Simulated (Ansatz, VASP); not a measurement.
# CuAgOF in two plane-wave programs, part 2 of 2

One calculation is typed for both programs; each brings its own data sets. How far apart do they land? The cell is invented: As first built, before any earlier steps moved the atoms (in the runner's words): it takes the LiCuOF structure with some of its atoms replaced by other elements, volume scaled by an estimate. It may not be a known or stable phase. The cell is taken from a series of VASP runs on this material, whose earlier steps may have relaxed, scaled or displaced it; both programs get it as it stands. Valence electrons are named where the data sets of a main pair hold unlike numbers.

VASP 6.6.1 and Ansatz 0.2.0.

So far: Set-up; VASP: zone-centre phonons, PBE.

## 2. VASP: zone-centre phonons, PBE (continued)

Level of this step: PBE, no spin polarisation; plane waves and PAW (Ag, Cu, F, O); invented cell (VASP).

Numbers of over 12 decimals in the logs are rounded to 6 here.

From OUTCAR (step 2):

```text
ion  position               nearest neighbor table
   1  0.500  0.500  0.500-   3 2.30   3 2.30   3 2.30   3 2.30   4 2.34   4 2.34
   2  0.000  0.000  0.000-   4 2.30   4 2.30   4 2.30   4 2.30   3 2.34   3 2.34
   3  0.000  0.000  0.500-   1 2.30   1 2.30   1 2.30   1 2.30   2 2.34   2 2.34
   4  0.500  0.500  0.000-   2 2.30   2 2.30   2 2.30   2 2.30   1 2.34   1 2.34

  LATTYP: Found a simple tetragonal cell.
 ALAT       =     3.2526161501
 C/A-ratio  =     1.4379355545

 Subroutine GETGRP returns: Found 16 space group operations
 (whereof 16 operations were pure point group operations)

The static configuration has the point symmetry D_4h.

 Found    140 irreducible k-points:

   k-points           NKPTS =    140   k-points in BZ     NKDIM =    140   number of bands    NBANDS=     23

   dimension x,y,z NGX =    24 NGY =   24 NGZ =   36
   dimension x,y,z NGXF=    48 NGYF=   48 NGZF=   72

   ENCUT  =  520.0 eV  38.22 Ry    6.18 a.u.   6.05  6.05  8.70*2*pi/ulx,y,z

   NELECT =      35.0000    total number of electrons

 k-points in reciprocal lattice and weights: Automatic mesh
   0.00000000  0.00000000  0.00000000       0.001
   0.08333333  0.00000000  0.00000000       0.003
   0.16666667  0.00000000  0.00000000       0.003
   0.25000000  0.00000000  0.00000000       0.003
   0.33333333  0.00000000  0.00000000       0.003
   0.41666667  0.00000000  0.00000000       0.003
   0.50000000  0.00000000  0.00000000       0.002
   0.08333333  0.08333333  0.00000000       0.003
   0.16666667  0.08333333  0.00000000       0.007
[...]
0.50000000  0.41666667  0.50000000       0.003
   0.50000000  0.50000000  0.50000000       0.001

 average (electrostatic) potential at core
       1 -72.8649       2 -65.4078       3 -75.2596       4 -70.6031

  Total        0.1050846      0.1050846     -0.0925236      0.0000000      0.0000000      0.0000000
  in kB        3.4026063      3.4026063     -2.9958871      0.0000000      0.0000000      0.0000000
  external PRESSURE =       1.2697752 kB  Pullay stress =       0.0000000 kB

  energy-cutoff  :      520.00
  volume of cell :       49.48
      direct lattice vectors                 reciprocal lattice vectors
     3.252616150  0.000000000  0.000000000     0.307444824  0.000000000  0.000000000
     0.000000000  3.252616150  0.000000000     0.000000000  0.307444824  0.000000000
     0.000000000  0.000000000  4.677052407     0.000000000  0.000000000  0.213809877

 POSITION                                       TOTAL-FORCE (eV/Angst)
 -----------------------------------------------------------------------------------
      1.62631      1.62631      2.33853         0.000000      0.000000      0.000000
      0.00000      0.00000      0.00000         0.000000      0.000000      0.000000
      0.00000      0.00000      2.33853         0.000000      0.000000      0.000000
      1.62631      1.62631      0.00000         0.000000      0.000000      0.000000
 -----------------------------------------------------------------------------------
    total drift:                                0.000000     -0.000000     -0.000000

 Eigenvectors and eigenvalues of the dynamical matrix
 ----------------------------------------------------

   1 f  =   10.476279 THz    65.824402 2PiTHz  349.451053 cm-1    43.326389 meV
             X         Y         Z           dx          dy          dz
      1.626308  1.626308  2.338526    -0.000000   -0.000000   -0.251432
      0.000000  0.000000  0.000000     0.000000    0.000000   -0.078583
      0.000000  0.000000  2.338526     0.000000    0.000000   -0.136021
      1.626308  1.626308  0.000000    -0.000000   -0.000000    0.955042

   2 f  =   10.280310 THz    64.593092 2PiTHz  342.914229 cm-1    42.515927 meV
             X         Y         Z           dx          dy          dz
      1.626308  1.626308  2.338526     0.332009    0.223160    0.000000
      0.000000  0.000000  0.000000    -0.030440   -0.020460    0.000000
      0.000000  0.000000  2.338526    -0.759595   -0.510562    0.000000
      1.626308  1.626308  0.000000     0.025812    0.017350    0.000000

   3 f  =   10.280310 THz    64.593092 2PiTHz  342.914229 cm-1    42.515927 meV
             X         Y         Z           dx          dy          dz
      1.626308  1.626308  2.338526    -0.223160    0.332009    0.000000
      0.000000  0.000000  0.000000     0.020460   -0.030440    0.000000
      0.000000  0.000000  2.338526     0.510562   -0.759595    0.000000
      1.626308  1.626308  0.000000    -0.017350    0.025812    0.000000

   4 f  =    5.317410 THz    33.410271 2PiTHz  177.369697 cm-1    21.991030 meV
             X         Y         Z           dx          dy          dz
      1.626308  1.626308  2.338526     0.000000    0.000000   -0.318427
      0.000000  0.000000  0.000000    -0.000000   -0.000000    0.766405
      0.000000  0.000000  2.338526     0.000000    0.000000   -0.549029
      1.626308  1.626308  0.000000    -0.000000   -0.000000   -0.098965

   5 f  =    3.889339 THz    24.437438 2PiTHz  129.734386 cm-1    16.085007 meV
             X         Y         Z           dx          dy          dz
      1.626308  1.626308  2.338526     0.332038    0.188799    0.000000
      0.000000  0.000000  0.000000    -0.105053   -0.059734   -0.000000
      0.000000  0.000000  2.338526     0.122596    0.069709    0.000000
      1.626308  1.626308  0.000000    -0.786997   -0.447491    0.000000

   6 f  =    3.889339 THz    24.437438 2PiTHz  129.734386 cm-1    16.085007 meV
             X         Y         Z           dx          dy          dz
      1.626308  1.626308  2.338526    -0.188799    0.332038   -0.000000
      0.000000  0.000000  0.000000     0.059734   -0.105053   -0.000000
      0.000000  0.000000  2.338526    -0.069709    0.122596   -0.000000
      1.626308  1.626308  0.000000     0.447491   -0.786997   -0.000000

   7 f  =    0.055939 THz     0.351476 2PiTHz    1.865926 cm-1     0.231345 meV
             X         Y         Z           dx          dy          dz
      1.626308  1.626308  2.338526     0.000000   -0.000000   -0.696175
      0.000000  0.000000  0.000000     0.000000   -0.000000   -0.568172
      0.000000  0.000000  2.338526     0.000000   -0.000000   -0.339187
      1.626308  1.626308  0.000000     0.000000   -0.000000   -0.278340

   8 f  =    0.035635 THz     0.223903 2PiTHz    1.188667 cm-1     0.147376 meV
             X         Y         Z           dx          dy          dz
      1.626308  1.626308  2.338526     0.331043   -0.654984    0.000000
      0.000000  0.000000  0.000000     0.240226   -0.475299    0.000000
      0.000000  0.000000  2.338526     0.139462   -0.275933    0.000000
      1.626308  1.626308  0.000000     0.129327   -0.255880    0.000000

   9 f  =    0.035635 THz     0.223903 2PiTHz    1.188667 cm-1     0.147376 meV
             X         Y         Z           dx          dy          dz
      1.626308  1.626308  2.338526     0.654984    0.331043   -0.000000
      0.000000  0.000000  0.000000     0.475299    0.240226   -0.000000
      0.000000  0.000000  2.338526     0.275933    0.139462   -0.000000
      1.626308  1.626308  0.000000     0.255880    0.129327   -0.000000

  10 f/i=    1.215040 THz     7.634322 2PiTHz   40.529373 cm-1     5.025000 meV
             X         Y         Z           dx          dy          dz
      1.626308  1.626308  2.338526    -0.000000    0.000000    0.592221
      0.000000  0.000000  0.000000     0.000000   -0.000000   -0.289185
      0.000000  0.000000  2.338526    -0.000000    0.000000   -0.751677
      1.626308  1.626308  0.000000    -0.000000    0.000000    0.025062

  11 f/i=    1.329596 THz     8.354100 2PiTHz   44.350560 cm-1     5.498766 meV
             X         Y         Z           dx          dy          dz
      1.626308  1.626308  2.338526     0.384511    0.087369    0.000000
      0.000000  0.000000  0.000000    -0.816116   -0.185440   -0.000000
      0.000000  0.000000  2.338526     0.211101    0.047967   -0.000000
      1.626308  1.626308  0.000000     0.304052    0.069087    0.000000

  12 f/i=    1.329596 THz     8.354100 2PiTHz   44.350560 cm-1     5.498766 meV
             X         Y         Z           dx          dy          dz
      1.626308  1.626308  2.338526    -0.087369    0.384511   -0.000000
      0.000000  0.000000  0.000000     0.185440   -0.816116    0.000000
      0.000000  0.000000  2.338526    -0.047967    0.211101    0.000000
      1.626308  1.626308  0.000000    -0.069087    0.304052   -0.000000

 ELASTIC MODULI CONTR FROM IONIC RELAXATION (kBar)
 Direction    XX          YY          ZZ          XY          YZ          ZX
 --------------------------------------------------------------------------------
 XX           0.0000      0.0000      0.0000      0.0000      0.0000      0.0000
 YY           0.0000      0.0000      0.0000      0.0000      0.0000      0.0000
 ZZ           0.0000      0.0000      0.0000      0.0000      0.0000      0.0000
 XY           0.0000      0.0000      0.0000      0.0000      0.0000      0.0000
 YZ           0.0000      0.0000      0.0000      0.0000      0.0000      0.0000
 ZX           0.0000      0.0000      0.0000      0.0000      0.0000      0.0000
 --------------------------------------------------------------------------------
```

This run has no spin polarisation, so a moment on Cu, if there is one, isn't seen. Its electron count is odd, so without a moment it is a metal by construction. Energies printed during the response cycles are not total energies of the cell. LASPH is off, so gradient terms of the non-spherical density inside the spheres are left out; for open d or f shells this can shift gaps and moments. Oxides and halides of Cu are often magnetic insulators, and a metal at this level, without U or exact exchange, may be an artefact.

## 3. Ansatz: zone-centre phonons, PBE

Ansatz runs on its default PAW (the set named soft_2) files.

The same cell, functional, mesh and smearing now go to Ansatz, which takes its cutoff from its data sets.

File input.yaml:

```yaml
crystal:
  lattice:
    - [3.2526161501, 0.0, 0.0]
    - [0.0, 3.2526161501, 0.0]
    - [0.0, 0.0, 4.6770524075]
  atoms:
    - { symbol: Ag, position: [0.5, 0.5, 0.5] }
    - { symbol: Cu, position: [0.0, 0.0, 0.0] }
    - { symbol: F, position: [0.0, 0.0, 0.5] }
    - { symbol: O, position: [0.5, 0.5, 0.0] }
hamiltonian:
  xc: pbe
  pseudopotentials: { kind: paw }
kpoints:
  mp_grid: { grid: [12, 12, 8] }
scf:
  occupations: { method: methfessel_paxton, width: 0.2 }
phonons:
  method: dfpt
  qpoints: [[0, 0, 0]]
```

Launch:

```
$ ansatz run input.yaml --threads 4 --pin off --max-ram 9216MiB --backend cpu --events-out ev --progress --plain --runs-dir out
```

Output:

```text
zone centre: on kpoints.mp_grid the ground state, and the responses unless they are solved on pairs of k-points, stand on 245 of the mesh's 1152 k-points, reduced under 8 symmetry operations, with k and −k counted as one. Each operation leaves every solved displacement unchanged or reverses it
Engine: ansatz 0.2.0, aarch64-unknown-linux-gnu
Pseudopotentials: kind: paw
Pseudopotential: Ag, paw, valence charge 19, recommended cutoff 420 eV (normal), Ag.paw.azcp
Pseudopotential: Cu, paw, valence charge 19, recommended cutoff 420 eV (normal), Cu.paw.azcp
Pseudopotential: F, paw, valence charge 7, recommended cutoff 420 eV (normal), F.paw.azcp
Pseudopotential: O, paw, valence charge 6, recommended cutoff 420 eV (normal), O.paw.azcp
Functional definition: PBE
  parameter kappa = 0.804
  parameter beta = 0.066725
  exchange = pbe_x(kappa = kappa, mu = beta*pi^2/3)
  correlation = pbe_c(beta = beta)
Crystal: 4 atoms, lattice volume = 49.481 Å³
Basis set: ecut = 420 eV, 999 PW (Γ), exchange–correlation on 48×48×64 points (8 copies of the dense FFT grid, shifted against one another)
Bands: 31, of which v1, the nominal top of the filled ones, is band 26 counted from 1 (25 counted from 0)
Symmetry: 16 space group operations
k-points: 245 of 1152 (irreducible under 8 space group operations)
Non-local potential: Ag, projectors of the file, l = 0: 3, l = 1: 2, l = 2: 2, l = 3: 1
Non-local potential: Cu, projectors of the file, l = 0: 3, l = 1: 2, l = 2: 3, l = 3: 1
Non-local potential: F, projectors of the file, l = 0: 2, l = 1: 2, l = 2: 1
Non-local potential: O, projectors of the file, l = 0: 2, l = 1: 2, l = 2: 1
PAW form: soft (Blöchl's): semilocal exchange-correlation on the pseudo side does not see the compensation charge
PAW one-centre angular grid: Ag, 590 points (default); XC on 64 Gauss nodes
PAW one-centre angular grid: Cu, 590 points (default); XC on 64 Gauss nodes
PAW one-centre angular grid: F, 110 points (default); XC on 64 Gauss nodes
PAW one-centre angular grid: O, 110 points (default); XC on 64 Gauss nodes
Initial density: superposition of atomic densities (neutral atoms: chi_scale 0, normalization atom), corrected by the library's trained network
Initial wavefunctions: pseudopotential atomic-orbital guess
Functional: x = pbe(κ = 0.804, μ = 0.219515), c = pbe(β = 0.066725)
SCF iter   1: F=—  HF=-15587.979462 eV  |F-HF|=—  |Δ(HF+E_count)|=         —  Δρ=8.19e-3  dr2=2.74e-2  ethr=1.77e-3  ⟨swp⟩=4.6  Hψ=25628  notcnv=0
preconditioner: auto → Kerker (q_TF=auto, 2.742 Å⁻¹)  [metal: Δε(μ)=0.013 eV  Ē_g=11.635 eV  σ=0.200 eV  W_gap=0.05  n_scr=20 (ndim 8)  ℏωp=31.2 eV  f_vac=0.009  D(μ)=2.68/eV (n_scr^D=28)]
SCF iter   2: F=—  HF=-15587.977278 eV  |F-HF|=—  |Δ(HF+E_count)|=   2.18e-3  S|Δr|=    0.00e0  Δρ=2.89e-3  dr2=4.58e-3  ethr=5.37e-5  ⟨swp⟩=1.1  Hψ=9586  notcnv=0
SCF iter   3: F=—  HF=-15587.976755 eV  |F-HF|=—  |Δ(HF+E_count)|=   5.23e-4  S|Δr|=    0.00e0  Δρ=7.33e-4  dr2=4.28e-4  ethr=8.97e-6  ⟨swp⟩=1.1  Hψ=7390  notcnv=0
SCF iter   4: F=—  HF=-15587.976679 eV  |F-HF|=—  |Δ(HF+E_count)|=   7.57e-5  S|Δr|=    0.00e0  Δρ=3.90e-4  dr2=9.90e-5  ethr=8.39e-7  ⟨swp⟩=1.9  Hψ=8483  notcnv=0
SCF iter   5: F=—  HF=-15587.976666 eV  |F-HF|=—  |Δ(HF+E_count)|=   1.26e-5  S|Δr|=    0.00e0  Δρ=1.26e-4  dr2=1.33e-5  ethr=1.94e-7  ⟨swp⟩=2.2  Hψ=9342  notcnv=0
SCF iter   6: F=—  HF=-15587.976666 eV  |F-HF|=—  |Δ(HF+E_count)|=   7.75e-7  S|Δr|=    0.00e0  Δρ=5.83e-5  dr2=3.08e-6  ethr=2.61e-8  ⟨swp⟩=2.5  Hψ=12835  notcnv=0
SCF iter   7: F=—  HF=-15587.976673 eV  |F-HF|=—  |Δ(HF+E_count)|=   7.30e-6  S|Δr|=    0.00e0  Δρ=1.95e-5  dr2=3.27e-7  ethr=6.04e-9  ⟨swp⟩=2.9  Hψ=12789  notcnv=0
SCF iter   8: F=—  HF=-15587.976673 eV  |F-HF|=—  |Δ(HF+E_count)|=   6.06e-8  S|Δr|=    0.00e0  Δρ=1.06e-5  dr2=1.01e-7  ethr=6.42e-10  ⟨swp⟩=2.1  Hψ=9132  notcnv=0
SCF iter   9: F=—  HF=-15587.976673 eV  |F-HF|=—  |Δ(HF+E_count)|=   5.58e-9  S|Δr|=    0.00e0  Δρ=4.14e-6  dr2=1.25e-8  ethr=1.98e-10  ⟨swp⟩=1.0  Hψ=7464  notcnv=0
SCF iter  10: F=—  HF=-15587.976673 eV  |F-HF|=—  |Δ(HF+E_count)|=  7.24e-10  S|Δr|=    0.00e0  Δρ=9.15e-7  dr2=2.43e-10  ethr=2.46e-11  ⟨swp⟩=2.1  Hψ=10077  notcnv=0
SCF iter  11: F=—  HF=-15587.976673 eV  |F-HF|=—  |Δ(HF+E_count)|=  9.82e-11  S|Δr|=    0.00e0  Δρ=5.57e-7  dr2=1.20e-10  ethr=1.00e-12  ⟨swp⟩=2.0  Hψ=13518  notcnv=0
SCF iter  12: F=—  HF=-15587.976673 eV  |F-HF|=—  |Δ(HF+E_count)|=  1.46e-11  S|Δr|=    0.00e0  Δρ=1.69e-7  dr2=1.06e-11  ethr=1.00e-12  ⟨swp⟩=1.0  Hψ=7363  notcnv=0
SCF iter  13: F=-15587.976673 eV  HF=-15587.976673 eV  |F-HF|=0.00e0  |Δ(HF+E_count)|=  3.64e-12  S|Δr|=    0.00e0  Δρ=5.40e-8  dr2=9.94e-13  ethr=1.00e-12  ⟨swp⟩=7.1  Hψ=30807  notcnv=0
SCF 1 converged in 13 iterations: F = -15587.976673 eV  dr2 = 9.94e-13
  greatest PAW one-centre occupation: 1.000 electrons in one spin orbital (limit 2), on the Cu atom at site 1 (counted from 0), in its partial waves of l = 0
DFPT response loops at Γ: preconditioner auto → Kerker (q_TF=auto, 2.742 Å⁻¹) (partly filled bands, converged f_vac=0.008); β = 1.00, the filter's whole step (`scf.mixing.beta` (0.50) is not read by the response loops under this deck's `scf.mixing.preconditioner`; to damp them name `kerker` or `kerker_dos`, under which they read `scf.mixing.beta`, and type it under 1.00, their step now; both keys bind the ground state too); Broyden in place of MSR1
SCF converged after 13 iterations
Stability not checked: this state was not tested for a lower state beside it, because cold or Methfessel-Paxton smearing, or corrected tetrahedra, fill the levels in a way that the test cannot read (fill_not_monotonic; see scf.lower_state_search)
Free energy (F): -15587.976673 eV
Harris-Foulkes:  -15587.976673 eV  (|F-HF|=0.00e0)
Internal energy: -15587.978277 eV  (E = F + TS)
E sigma→0 (E₀):  -15587.977074 eV
Entropy (-TS):   0.001605 eV (0.401 meV/atom)
Fermi energy:    10.840760 eV
--- Per-component energies (eV) ---
  E_band       = -750.558577
  E_kinetic    = 1202.387490
  E_local      = -7857.416346  (includes V_loc(G=0)·N_el)
  E_nonlocal   = 609.002428
  E_hartree    = 3410.897747
  E_xc         = -422.131466
  E_vxc        = -538.995672  (∫ρ·V_xc dr)
  E_paw        = -5935.795048  (= ΣΔE_a)
  E_vpaw       = -987.337038  (= ΣTr[D̂ρ^β])
  E_aug_tail   = 0.005132  (compensation charges beyond the density's cutoff)
  E_ewald      = -6594.928215
  E_smearing   = 0.001605  (= −TS)
  E_closure    = 0.000000  (closes the sum)
  Σ components = -15587.976673   (vs F -15587.976673, Δ=0.00e0)
--- Band table (eV; the first three rows and the last of 245) ---
  k-point 0: bands = [... 22 lower, 9.5573, 9.6993, 9.8052, 9.8052, 10.6092, 15.8118, 18.6552, 23.0524, ... 1 higher]
  k-point 1: bands = [... 22 lower, 9.5545, 9.8078, 9.8078, 9.8494, 10.9434, 15.7105, 18.8837, 23.0619, ... 1 higher]
  k-point 2: bands = [... 22 lower, 9.5478, 9.8094, 9.8094, 10.0061, 11.8051, 15.4082, 19.5830, 23.0871, ... 1 higher]
  k-point 244: bands = [... 22 lower, 9.7412, 9.8151, 10.2919, 10.6195, 15.9892, 18.6922, 19.2131, 19.2131, ... 1 higher]
--- Phonons (Γ-DFPT): 8 representative perturbations + reference, on 245 of 1152 k-points (Σ response iterations 28) ---
  k mesh reduced under 8 symmetry operations, with k and −k counted as one. Each operation leaves every solved displacement unchanged or reverses it
  ASR residual: 2.629e-4 → 0.000e0 eV/Å²; symmetrization residual: 5.983e-6 eV/Å²
  ASR residual per site (eV/Å²): 8.04e-5 2.63e-4 1.98e-4 7.16e-5
  Γ frequencies (cm⁻¹): -54.02 -51.63 -51.63 0.00 0.00 0.00 125.37 125.37 173.26 341.07 341.07 347.53
  non-analytic LO–TO correction: not included (Born effective charges unavailable; polar crystals: no LO–TO splitting at Γ)
--- Phonons (arbitrary-q DFPT): 1 explicit q-point ---
  q = [0, 0, 0] (of the zone-centre solve; hermiticity 1.45e-6, symmetrization 2.14e-13): -54.02 -51.63 -51.63 -0.00 -0.00 0.00 125.37 125.37 173.26 341.07 341.07 347.53
  sum rule: each row above includes the acoustic sum rule's correction from the zone centre's row sums; it moved no ω² by more than (1.68 cm⁻¹)²
```

Elapsed: 84 s, on 4 threads of Arm Neoverse V1, shared host; peak memory 1.3 GiB.

## 4. Differences

Known differences besides the potentials themselves: the data sets hold 51 valence electrons in Ansatz (on its default PAW (the set named soft_2) files) and 35 in VASP; the cutoff is 420 eV in Ansatz and 520 eV in VASP; VASP leaves aspherical gradient terms in its spheres out (LASPH is not set), Ansatz keeps them. Total energies have different zeros and are not compared.

Zone-centre modes by rising frequency (cm⁻¹; imaginary ones negative):

| program | modes |
| --- | --- |
| Ansatz | -54.0, -51.6, -51.6, 0.0, 0.0, 0.0, 125.4, 125.4, 173.3, 341.1, 341.1, 347.5 |
| VASP | -44.4, -44.4, -40.5, 1.2, 1.2, 1.9, 129.7, 129.7, 177.4, 342.9, 342.9, 349.5 |

The two lists differ in the order or number of single and degenerate modes, so they aren't paired one by one; the r.m.s. figure in the results sets the two lists side by side in order.

## 5. Summary of results

| Quantity | Value |
| --- | --- |
| r.m.s. difference of the optical zone-centre modes, each program's sorted by frequency (zone-centre phonons, PBE) | 6.1 cm⁻¹ |

What this shows: The r.m.s. difference of the optical zone-centre modes, each program's sorted by frequency is 6.1 cm⁻¹ (zone-centre phonons, PBE). The data sets hold unlike numbers of valence electrons (51 in Ansatz and 35 in VASP), so part of the differences comes from the potentials. What causes the difference of the zone-centre phonons, PBE pair stays open here. 2 further runs of this series are not shown here. How closely two codes agree says nothing of how well the functional describes the real material.

[Lines on the potential files, build, host, timing and source positions are cut from VASP's logs without a mark.]

[Logs are printed without paths, hosts, clocks, repeated set-up lines and the standing remarks that a program may print on its own settings, such as how far it seeks lower states.]

[Hosts, paths, dates, database ids (printed as entryN), source tags and the programs' standing remarks are cut or masked in the printed files.]
